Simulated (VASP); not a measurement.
## A VASP study of LiTlICl (PBE + TS): structure first, properties next

What structure does LiTlICl take at this level, and what are its properties? The steps: rough relaxation of the start cell, full relaxation (PBE + TS), single point with fields (PBE + TS), band structure (PBE + TS), density of states (PBE + TS), volume scan with PBE + TS, fit for PBE + TS, vibrations at Γ (PBE + TS), bands along the symmetry lines (PBE + TS + SOC) and optical spectrum (PBE + TS). The cell is invented: it takes the structure of a Materials Project entry for NaLiICl (space group 123 there), with some of its atoms replaced by other elements, volume scaled by an estimate. It may not be a known or stable phase.

Main program and level: VASP 6.6.1; PBE with TS; plane waves and PAW (Tl_d, I, Cl, Li_sv), in the first sound run; inputs show where later runs differ.

Most raw output is cut from this account.

## 1. The starting structure

Before any relaxation, the start is as follows. It takes space group P4/mmm (No. 123, tetragonal). Conventional cell: a = 4.231 Å, b = 4.231 Å, c = 6.427 Å, α = 90.00°, β = 90.00°, γ = 90.00°. Nearest to Tl lie 4 Cl at 2.99 Å and 2 I at 3.21 Å. Nearest to I lie 4 Li at 2.99 Å and 2 Tl at 3.21 Å. Nearest to Cl lie 4 Tl at 2.99 Å. Nearest to Li lie 4 I at 2.99 Å. It derives from NaLiICl. it takes the structure of a Materials Project entry for NaLiICl (space group 123 there), with some of its atoms replaced by other elements, volume scaled by an estimate. Farther neighbours and most contacts between anions are not listed.

## 2. Rough relaxation of the start cell

The start is only an estimate, so a cheap relaxation brings it near a minimum before any careful run. PBE, the usual starting point, adds the gradient of the density. A dispersion term adds the long-range attraction that semilocal functionals lack. The Tkatchenko-Scheffler scheme scales free-atom polarisabilities by Hirshfeld volumes.

INCAR reads:

```
SYSTEM = LiTlICl
PREC = Normal
ENCUT = 650
EDIFF = 1E-05
NELM = 60
ISMEAR = 0
SIGMA = 0.05
LREAL = .FALSE.
ALGO = Fast
GGA = PE
IVDW = 20
NBANDS = 21
LORBIT = 11
LWAVE = .FALSE.
LCHARG = .FALSE.
KPAR = 2
IBRION = 2
NSW = 40
ISIF = 3
EDIFFG = -0.04
```

POSCAR reads:

```
LiTlICl
1.0
    4.2312510000      0.0000000000      0.0000000000
    0.0000000000      4.2312510000      0.0000000000
    0.0000000000      0.0000000000      6.4274250000
Tl I Cl Li
1 1 1 1
Direct
    0.5000000000      0.5000000000      0.5000000000
    0.5000000000      0.5000000000      0.0000000000
    0.0000000000      0.0000000000      0.5000000000
    0.0000000000      0.0000000000      0.0000000000
```

KPOINTS reads:

```
Automatic mesh
0
Gamma
4 4 3
0 0 0
```

Potentials, in the order of the species: Tl_d, I, Cl and Li_sv (PBE family, release 64).

Started as:

```console
$ mpirun -np 2 vasp_std
```

The job ended after 20 s (2 MPI ranks of Intel Xeon 6975P-C (Granite Rapids), shared host; peak memory 0.42 GiB; 39 s of CPU time).

The gap is read on the k-mesh alone, so it is an upper bound where the band edges lie off the mesh. Plain TS starts from free neutral atoms, whose polarisability is far too large for alkali and alkaline-earth ions, so it can overbind such cells badly. This relaxation is a rough one on cheap settings, only to bring the start near its minimum. The run keeps the 16 symmetry operations of its start, so it cannot find a distortion of lower symmetry.

Step by step:

| step | energy less that of the first step (eV) | largest force (eV/Å) | pressure (GPa) | volume (Å³) |
| --- | --- | --- | --- | --- |
| 1 | 0.0000 | 0.0000 | 0.87 | 115.07 |
| 2 | -0.0061 | 0.0000 | 0.20 | 117.68 |
| 3 | -0.0059 | 0.0000 | 0.00 | 118.45 |

| conventional cell, symmetrised | before | after | change |
| --- | --- | --- | --- |
| a (Å) | 4.231 | 4.273 | +1.0 % |
| b (Å) | 4.231 | 4.273 | +1.0 % |
| c (Å) | 6.427 | 6.486 | +0.9 % |
| volume (Å³/atom) | 28.77 | 29.61 | +2.9 % |

Final coordinates:

```xyz
4
Lattice="4.2735 0.0000 0.0000 0.0000 4.2735 0.0000 0.0000 0.0000 6.4860" Properties=species:S:1:pos:R:3 pbc="T T T"
Tl    2.1367    2.1367    3.2430
I     2.1367    2.1367    0.0000
Cl    0.0000    0.0000    3.2430
Li    0.0000    0.0000    0.0000
```

A gap read on the k-mesh alone can miss the band edges.

Numbers from this step:

| Item | Value |
| --- | --- |
| electrons | 30 |
| bands | 21 |
| irreducible k-points | 12 |
| symmetry operations | 16 |
| free energy (TOTEN) | -12.99 eV |
| Fermi energy | 3.400 eV |
| pressure | 0.003756 GPa |
| metallic | no |
| valence top at k | 0.5, 0, 0.3333 |
| conduction bottom at k | 0.5, 0, 0.3333 |
| least direct gap at k | 0.5, 0, 0.3333 |
| SCF cycles over all ionic steps | 30 |
| gap on the k-mesh | 2.082 eV |
| least direct gap on the k-mesh | 2.082 eV |

It ends with forces that vanish by symmetry and a pressure of 0.00 GPa.

## 3. Full relaxation (PBE + TS)

Properties are meant for the cell that this level of theory prefers, so cell and atoms are relaxed first (ISIF = 3) until forces and stress are small; EDIFFG sets the threshold.

INCAR reads:

```
SYSTEM = LiTlICl
PREC = Accurate
ENCUT = 650
EDIFF = 1E-06
NELM = 100
ISMEAR = 0
SIGMA = 0.05
LREAL = .FALSE.
ALGO = Normal
GGA = PE
IVDW = 20
NBANDS = 21
LORBIT = 11
LWAVE = .FALSE.
LCHARG = .FALSE.
KPAR = 2
IBRION = 2
NSW = 60
ISIF = 3
EDIFFG = -0.01
```

POSCAR reads:

```
LiTlICl
1.0
    4.2734760858      0.0000000000      0.0000000000
    0.0000000000      4.2734760858      0.0000000000
    0.0000000000      0.0000000000      6.4860201283
Tl I Cl Li
1 1 1 1
Direct
    0.5000000000      0.5000000000      0.5000000000
    0.5000000000      0.5000000000      0.0000000000
    0.0000000000      0.0000000000      0.5000000000
    0.0000000000      0.0000000000      0.0000000000
```

KPOINTS reads:

```
Automatic mesh
0
Gamma
5 5 3
0 0 0
```

Started as:

```console
$ mpirun -np 2 vasp_std
```

Run time: 36 s. Hardware: 2 MPI ranks; peak memory 0.58 GiB; 71 s of CPU time.

Relaxation path:

| step | energy less that of the first step (eV) | largest force (eV/Å) | pressure (GPa) | volume (Å³) |
| --- | --- | --- | --- | --- |
| 1 | 0.0000 | 0.0000 | -0.07 | 118.45 |
| 2 | -0.0005 | 0.0000 | 0.01 | 118.24 |
| 3 | -0.0006 | 0.0000 | 0.05 | 118.10 |
| 4 | -0.0006 | 0.0000 | 0.05 | 118.10 |
| 5 | -0.0004 | 0.0000 | 0.02 | 118.26 |

| conventional cell, symmetrised | before | after | change |
| --- | --- | --- | --- |
| a (Å) | 4.273 | 4.262 | -0.3 % |
| b (Å) | 4.273 | 4.262 | -0.3 % |
| c (Å) | 6.486 | 6.509 | +0.4 % |
| volume (Å³/atom) | 29.61 | 29.56 | -0.2 % |

Final coordinates:

```xyz
4
Lattice="4.2624 0.0000 0.0000 0.0000 4.2624 0.0000 0.0000 0.0000 6.5092" Properties=species:S:1:pos:R:3 pbc="T T T"
Tl    2.1312    2.1312    3.2546
I     2.1312    2.1312    0.0000
Cl    0.0000    0.0000    3.2546
Li    0.0000    0.0000    0.0000
```

This step gave:

- free energy (TOTEN): -13.01 eV
- Fermi energy: 3.252 eV
- pressure: 0.01917 GPa
- valence top at k: 0.4, 0, 0.3333
- conduction bottom at k: 0.4, 0, 0.3333
- least direct gap at k: 0.4, 0, 0.3333
- SCF cycles over all ionic steps: 33
- gap on the k-mesh: 2.613 eV
- least direct gap on the k-mesh: 2.613 eV

It ends with forces that vanish by symmetry and a pressure of 0.02 GPa.

## 4. Single point with fields (PBE + TS)

The relaxed cell gets a fresh self-consistent run, on a basis set for its own volume, to fix the density and to check the remaining stress.

Changes to INCAR since step 3:

```diff
@@ -14,7 +14,5 @@
 LWAVE = .FALSE.
-LCHARG = .FALSE.
-KPAR = 2
-IBRION = 2
-NSW = 60
-ISIF = 3
-EDIFFG = -0.01
+LCHARG = .TRUE.
+ISIF = 2
+LELF = .TRUE.
+LVHAR = .TRUE.
```

POSCAR reads:

```
LiTlICl
1.0
    4.2623799472      0.0000000000      0.0000000000
    0.0000000000      4.2623799472      0.0000000000
    0.0000000000      0.0000000000      6.5091797265
Tl I Cl Li
1 1 1 1
Direct
    0.5000000000      0.5000000000      0.5000000000
    0.5000000000      0.5000000000      0.0000000000
    0.0000000000      0.0000000000      0.5000000000
    0.0000000000      0.0000000000      0.0000000000
```

KPOINTS is that of step 3.

Started as:

```console
$ mpirun -np 2 vasp_std
```

It took 17 s on 2 MPI ranks; peak memory 0.4 GiB; 32 s of CPU time.

Numbers from this step:

```
SCF cycles                     : 13
bands                          : 22
Fermi energy                   : 3.099 eV
pressure                       : 0.01092 GPa
gap on the k-mesh              : 2.612 eV
least direct gap on the k-mesh : 2.612 eV
```

Valence electrons inside each PAW sphere by angular momentum. Sphere charges, by row:

| atom | s (e) | p (e) | d (e) | tot (e) |
| --- | --- | --- | --- | --- |
| Tl1 | 1.321 | 0.198 | 9.672 | 11.19 |
| I2 | 1.503 | 2.829 | 0.01 | 4.342 |
| Cl3 | 1.604 | 3.513 | 0 | 5.117 |
| Li4 | 2 | 0.023 | 0 | 2.023 |

ELF in the ac plane at fractional y = 0.000, with atoms of Cl and Li within 0.2 Å of it. It is the smooth field of the valence electrons, not physical close to the nuclei.

Ten even steps from '0' (0.06 × 1e-1) to '9' (9.80 × 1e-1), each cell a mean:
```
97000000000028
42000000000003
00000000000000
00000000000000
22100000000012
65410000000246
87641000002577
88863000014788
88874100026888
47885100036886
36885100037885
78885100026887
88874100015788
88752000013688
76520000001356
43100000000123
00000000000000
00000000000000
10000000000000
95000000000017
98100000000049
```
Columns run along a (4.3 Å), rows up along c (6.5 Å). Atoms in or near the plane, at fractional coordinates: Cl at (0.00, 0.50), Li at (0.00, 0.00).

Valence density in the ac plane at fractional y = 0.000, with atoms of Cl and Li within 0.2 Å of it. It is the smooth field of the valence electrons, not physical close to the nuclei.

Ten steps, logarithmic in the rise over the least value, from '0' (0.01 × 1e0 e/Å³) to '9' (8.30 × 1e0 e/Å³), each cell a mean:
```
86100000000047
53000000000013
00000000000000
00000000000000
00000000000000
11100000000011
33210000000123
55421000001345
66532000012456
56642100013566
46642100013565
66542100012466
65431000002355
43210000001234
21100000000112
10000000000000
00000000000000
00000000000000
21000000000001
75100000000036
98200000000058
```
Columns run along a (4.3 Å), rows up along c (6.5 Å). Atoms in or near the plane, at fractional coordinates: Cl at (0.00, 0.50), Li at (0.00, 0.00).

Electrostatic potential energy in the ac plane at fractional y = 0.000, with atoms of Cl and Li within 0.2 Å of it. With pseudopotentials it is smooth inside the atoms' cores, unlike the true potential.

Ten even steps from '_' (-72 eV) to '@' (4 eV), each cell a mean:
```
--**%%@@@@@@@@@@@@@@@@@@##==
##%%%%@@@@@@@@@@@@@@@@@@%%##
%%@@@@@@@@@@@@@@@@@@@@@@@@@@
@@@@@@@@@@@@@@@@@@@@@@@@@@@@
@@@@@@@@@@@@@@@@@@@@@@@@@@@@
@@@@@@@@@@@@@@@@@@@@@@@@@@@@
@@@@@@@@@@@@@@@@@@@@@@@@@@@@
##%%@@@@@@@@@@@@@@@@@@@@@@##
..--##@@@@@@@@@@@@@@@@@@**::
____==%%@@@@@@@@@@@@@@%%::__
____==%%@@@@@@@@@@@@@@%%::__
__..**@@@@@@@@@@@@@@@@%%==__
++##@@@@@@@@@@@@@@@@@@@@%%**
@@@@@@@@@@@@@@@@@@@@@@@@@@@@
@@@@@@@@@@@@@@@@@@@@@@@@@@@@
@@@@@@@@@@@@@@@@@@@@@@@@@@@@
@@@@@@@@@@@@@@@@@@@@@@@@@@@@
@@@@@@@@@@@@@@@@@@@@@@@@@@@@
%%%%@@@@@@@@@@@@@@@@@@@@%%%%
==**%%@@@@@@@@@@@@@@@@@@%%**
..==%%@@@@@@@@@@@@@@@@%%##--
```
Columns run along a (4.3 Å; values clipped at the 3rd and 97th percentile), rows up along c (6.5 Å). Atoms in or near the plane, at fractional coordinates: Cl at (0.00, 0.50), Li at (0.00, 0.00).

In this run the pressure is 0.01 GPa, small enough to go on.

## 5. Band structure (PBE + TS)

The mesh alone shows little of the dispersion and can miss band extrema, so KPOINTS_OPT adds a path through the symmetry points after the self-consistent cycle.

INCAR reads:

```
SYSTEM = LiTlICl
PREC = Accurate
ENCUT = 650
EDIFF = 1E-06
NELM = 100
ISMEAR = 0
SIGMA = 0.05
LREAL = .FALSE.
ALGO = Normal
GGA = PE
IVDW = 20
NBANDS = 29
LORBIT = 11
LWAVE = .FALSE.
LCHARG = .FALSE.
KPAR = 2
```

POSCAR is that of step 4.

KPOINTS is that of step 4.

KPOINTS_OPT reads:

```
Line mode
16
Line-mode
Reciprocal
  0.00000000   0.00000000   0.00000000 GAMMA
  0.00000000   0.50000000   0.00000000 X

  0.00000000   0.50000000   0.00000000 X
  0.50000000   0.50000000   0.00000000 M

  0.50000000   0.50000000   0.00000000 M
  0.00000000   0.00000000   0.00000000 GAMMA

  0.00000000   0.00000000   0.00000000 GAMMA
  0.00000000   0.00000000   0.50000000 Z

  0.00000000   0.00000000   0.50000000 Z
  0.00000000   0.50000000   0.50000000 R

  0.00000000   0.50000000   0.50000000 R
  0.50000000   0.50000000   0.50000000 A

  0.50000000   0.50000000   0.50000000 A
  0.00000000   0.00000000   0.50000000 Z

  0.00000000   0.50000000   0.00000000 X
  0.00000000   0.50000000   0.50000000 R

  0.50000000   0.50000000   0.00000000 M
  0.50000000   0.50000000   0.50000000 A
```

Started as:

```console
$ mpirun -np 2 vasp_std
```

It took 81 s on 2 MPI ranks; peak memory 0.63 GiB; 2.7 min of CPU time.

Spin-orbit coupling is off here; with elements this heavy it splits and shifts levels by tenths of an eV or more.

This step gave:

```
bands                             : 29
Fermi energy                      : 3.101 eV
pressure                          : 0.01059 GPa
least gap on mesh and path        : 1.509 eV
least direct gap on mesh and path : 1.509 eV
valence top at k                  : 0, 0.5, 0.5
conduction bottom at k            : 0, 0.5, 0.5
least direct gap at k             : 0, 0.5, 0.5
```

The electronic bands at the labelled points (eV, zero at the valence-band top; v1 is the highest filled band, c1 the lowest empty one):

| point | v4 | v3 | v2 | v1 | c1 | c2 | c3 | c4 |
| --- | --- | --- | --- | --- | --- | --- | --- | --- |
| Γ | -3.43 | -2.56 | -2.46 | -2.46 | 2.37 | 4.38 | 5.81 | 6.51 |
| 0.47 of the way | -3.15 | -2.73 | -2.34 | -2.05 | 3.04 | 4.20 | 5.08 | 5.45 |
| X | -3.27 | -2.72 | -2.22 | -0.81 | 2.42 | 3.56 | 4.26 | 4.44 |
| 0.47 of the way | -3.32 | -3.23 | -3.23 | -1.96 | 3.23 | 3.82 | 4.34 | 4.97 |
| M | -3.62 | -3.62 | -3.29 | -3.18 | 2.47 | 4.45 | 4.45 | 5.35 |
| 0.47 of the way | -3.47 | -3.19 | -2.91 | -1.65 | 3.51 | 3.95 | 4.90 | 5.15 |
| Γ | -3.43 | -2.56 | -2.46 | -2.46 | 2.37 | 4.38 | 5.81 | 6.51 |
| 0.47 of the way | -3.40 | -2.49 | -2.49 | -2.20 | 2.59 | 4.40 | 4.46 | 5.66 |
| Z | -3.35 | -2.54 | -2.54 | -1.45 | 2.80 | 3.09 | 4.58 | 4.94 |
| 0.47 of the way | -2.89 | -2.87 | -2.39 | -0.94 | 2.60 | 3.14 | 3.48 | 4.98 |
| R | -2.71 | -2.41 | -2.17 | 0.00 | 1.51 | 2.27 | 3.62 | 4.04 |
| 0.47 of the way | -3.15 | -2.96 | -2.88 | -0.73 | 2.57 | 2.73 | 3.73 | 4.33 |
| A | -4.01 | -4.01 | -3.20 | -1.01 | 3.10 | 3.30 | 4.16 | 4.16 |
| 0.47 of the way | -3.46 | -2.79 | -2.56 | -0.65 | 2.68 | 2.71 | 4.23 | 4.35 |
| Z | -3.35 | -2.54 | -2.54 | -1.45 | 2.80 | 3.09 | 4.58 | 4.94 |
| jump to X | -3.27 | -2.72 | -2.22 | -0.81 | 2.42 | 3.56 | 4.26 | 4.44 |
| 0.47 of the way | -3.01 | -2.71 | -2.20 | -0.61 | 1.96 | 3.31 | 4.25 | 4.25 |
| R | -2.71 | -2.41 | -2.17 | 0.00 | 1.51 | 2.27 | 3.62 | 4.04 |
| jump to M | -3.62 | -3.62 | -3.29 | -3.18 | 2.47 | 4.45 | 4.45 | 5.35 |
| 0.47 of the way | -3.75 | -3.75 | -3.18 | -2.22 | 2.70 | 4.28 | 4.28 | 4.95 |
| A | -4.01 | -4.01 | -3.20 | -1.01 | 3.10 | 3.30 | 4.16 | 4.16 |

Of the projections kept (Tl, I, Cl, Li), the largest for each band there; the rest of the weight can lie on other orbitals:

| point | v4 | v3 | v2 | v1 | c1 | c2 | c3 | c4 |
| --- | --- | --- | --- | --- | --- | --- | --- | --- |
| Γ | Cl 0.87 | Cl 0.65 | I 0.85 | I 0.85 | I 0.53 | I 0.88 | Tl 0.41 | Li 0.46 |
| X | Cl 0.98 | Cl 0.94 | I 0.99 | Cl 0.60 | Tl 0.77 | I 0.58 | Cl 0.46 | Tl 0.96 |
| M | I 0.51 | I 0.51 | I 0.89 | Cl 1.00 | Li 0.58 | I 0.65 | I 0.65 | Cl 0.48 |
| Γ | Cl 0.87 | Cl 0.65 | I 0.85 | I 0.85 | I 0.53 | I 0.88 | Tl 0.41 | Li 0.46 |
| Z | Cl 0.95 | I 0.98 | I 0.98 | I 0.60 | Tl 0.43 | Tl 0.36 | I 1.00 | I 0.43 |
| R | Cl 0.94 | I 0.53 | I 1.00 | Tl 0.45 | Tl 0.67 | Tl 0.73 | I 0.46 | Tl 0.95 |

The path lowers the gap by 1.10 eV against the mesh alone, so a band edge lies off the mesh.

## 6. Density of states (PBE + TS)

Here the states are counted by energy and projected on the atoms. The mesh is finer than in the run before.

Changes to INCAR since step 5:

```diff
@@ -5,3 +5,3 @@
 NELM = 100
-ISMEAR = 0
+ISMEAR = -5
 SIGMA = 0.05
@@ -16 +16,2 @@
 KPAR = 2
+NEDOS = 2001
```

POSCAR is that of step 5.

KPOINTS reads:

```
Automatic mesh
0
Gamma
7 7 5
0 0 0
```

Started as:

```console
$ mpirun -np 2 vasp_std
```

It took 33 s on 2 MPI ranks; peak memory 0.67 GiB.

This step gave:

* irreducible k-points: 30
* free energy (TOTEN): -12.99 eV
* Fermi energy: 3.185 eV
* pressure: 0.1383 GPa
* valence top at k: 0.4286, 0, 0.4
* conduction bottom at k: 0.4286, 0, 0.4
* least direct gap at k: 0.4286, 0, 0.4
* gap on the k-mesh: 2.045 eV
* least direct gap on the k-mesh: 2.045 eV

The density of states has structure finer than the step of the table below, so its rows give means over 0.5 eV, whole bins alone (the curve runs from -12.0 to 6.5 eV). Peaks (eV: height): total -10.25: 118; Tl d -10.25: 112.

States under -12.0 eV and over 6.5 eV are left out. Table of density of states by energy, zero at the valence-band top; means over each step; values in states/eV/cell:

| energy (eV) | total | Tl d |
| --- | --- | --- |
| -11.0 | 0 | 0 |
| -10.5 | 7.16 | 6.78 |
| -10.0 | 14.9 | 14.2 |
| -9.5 | 0 | 0 |
| -9.0 | 0 | 0 |
| -8.5 | 0 | 0 |
| -8.0 | 0 | 0 |
| -7.5 | 0 | 0 |
| -7.0 | 0 | 0 |
| -6.5 | 0.00245 | 0 |
| -6.0 | 1.26 | 0.00827 |
| -5.5 | 2.06 | 0.0129 |
| -5.0 | 0.608 | 0.00246 |
| -4.5 | 0.0381 | 0 |
| -4.0 | 2.81 | 0.0130 |
| -3.5 | 3.88 | 0.0235 |
| -3.0 | 5.91 | 0.0467 |
| -2.5 | 5.84 | 0.0685 |
| -2.0 | 2.06 | 0.0138 |
| -1.5 | 0.937 | 0.00798 |
| -1.0 | 1.46 | 0.0127 |
| -0.5 | 0.995 | 0.00593 |
| 0.0 | 0.122 | 3.5e-4 |
| 0.5 | 0 | 0 |
| 1.0 | 0 | 0 |
| 1.5 | 0 | 0 |
| 2.0 | 0.0664 | 0 |
| 2.5 | 0.449 | 9.5e-4 |
| 3.0 | 2.50 | 0.00476 |
| 3.5 | 2.48 | 0.00577 |
| 4.0 | 2.08 | 0.00614 |
| 4.5 | 4.13 | 0.0221 |
| 5.0 | 5.30 | 0.0395 |
| 5.5 | 4.32 | 0.0216 |
| 6.0 | 2.19 | 0.0130 |

The gap on this mesh is 2.04 eV, over the 1.51 eV of the band run, since this mesh misses a band edge.

## 7. Volume scan with PBE + TS, volume scale 0.94

An equation of state needs energies on both sides of the minimum, all on one mesh and cutoff.

INCAR reads:

```
SYSTEM = LiTlICl
PREC = Accurate
ENCUT = 650
EDIFF = 1E-06
NELM = 100
ISMEAR = 0
SIGMA = 0.05
LREAL = .FALSE.
ALGO = Normal
GGA = PE
IVDW = 20
NBANDS = 21
LORBIT = 11
LWAVE = .FALSE.
LCHARG = .FALSE.
KPAR = 2
ISIF = 2
```

POSCAR reads:

```
LiTlICl
1.0
    4.1753681863      0.0000000000      0.0000000000
    0.0000000000      4.1753681863      0.0000000000
    0.0000000000      0.0000000000      6.3763020392
Tl I Cl Li
1 1 1 1
Direct
    0.5000000000      0.5000000000      0.5000000000
    0.5000000000      0.5000000000      0.0000000000
    0.0000000000      0.0000000000      0.5000000000
    0.0000000000      0.0000000000      0.0000000000
```

KPOINTS reads:

```
Automatic mesh
0
Gamma
5 5 3
0 0 0
```

Started as:

```console
$ mpirun -np 2 vasp_std
```

Wall time 17 s (2 MPI ranks); peak memory 0.52 GiB; 34 s of CPU time.

The scan keeps the cell's shape and the fractional positions fixed.

This step gave:

```yaml
bands: 21
irreducible_k_points: 12
free_energy_toten: -12.97 eV
fermi_energy: 3.893 eV
pressure: 2.014 GPa
valence_top_at_k: 0.4, 0, 0.3333
conduction_bottom_at_k: 0.4, 0, 0.3333
least_direct_gap_at_k: 0.4, 0, 0.3333
gap_on_the_k_mesh: 2.406 eV
least_direct_gap_on_the_k_mesh: 2.406 eV
```

The pressure here is 2.01 GPa.

## 8. Volume scan with PBE + TS, volume scale 0.96

INCAR is that of step 7.

POSCAR reads:

```
LiTlICl
1.0
    4.2047731565      0.0000000000      0.0000000000
    0.0000000000      4.2047731565      0.0000000000
    0.0000000000      0.0000000000      6.4212070542
Tl I Cl Li
1 1 1 1
Direct
    0.5000000000      0.5000000000      0.5000000000
    0.5000000000      0.5000000000      0.0000000000
    0.0000000000      0.0000000000      0.5000000000
    0.0000000000      0.0000000000      0.0000000000
```

KPOINTS is that of step 7.

Started as:

```console
$ mpirun -np 2 vasp_std
```

Elapsed: 17 s, on 2 MPI ranks; peak memory 0.52 GiB; 34 s of CPU time.

Numbers from this step:

```
free energy (TOTEN)            : -12.99 eV
Fermi energy                   : 3.627 eV
pressure                       : 1.256 GPa
gap on the k-mesh              : 2.478 eV
least direct gap on the k-mesh : 2.478 eV
```

The pressure falls from 2.01 to 1.26 GPa.

The run ends at a pressure of 1.26 GPa.

## 9. Volume scan with PBE + TS, volume scale 0.98

INCAR is that of step 8.

POSCAR reads:

```
LiTlICl
1.0
    4.2337725084      0.0000000000      0.0000000000
    0.0000000000      4.2337725084      0.0000000000
    0.0000000000      0.0000000000      6.4654926402
Tl I Cl Li
1 1 1 1
Direct
    0.5000000000      0.5000000000      0.5000000000
    0.5000000000      0.5000000000      0.0000000000
    0.0000000000      0.0000000000      0.5000000000
    0.0000000000      0.0000000000      0.0000000000
```

KPOINTS is that of step 8.

Started as:

```console
$ mpirun -np 2 vasp_std
```

Run time: 17 s. Hardware: 2 MPI ranks; peak memory 0.52 GiB.

The pressure falls from 1.26 to 0.59 GPa.

The run ends at a pressure of 0.59 GPa.

(Continued in part 2 of 2.)

[Lines on the potential files, build, host, timing and source positions are cut from VASP's logs without a mark.]

[Logs are printed without paths, hosts, clocks, repeated set-up lines and the standing remarks that a program may print on its own settings, such as how far it seeks lower states.]

[Hosts, paths, dates, database ids (printed as entryN), source tags and the programs' standing remarks are cut or masked in the printed files.]

[A measured line is paired with the nearest computed mode of its activity, which favours agreement.]
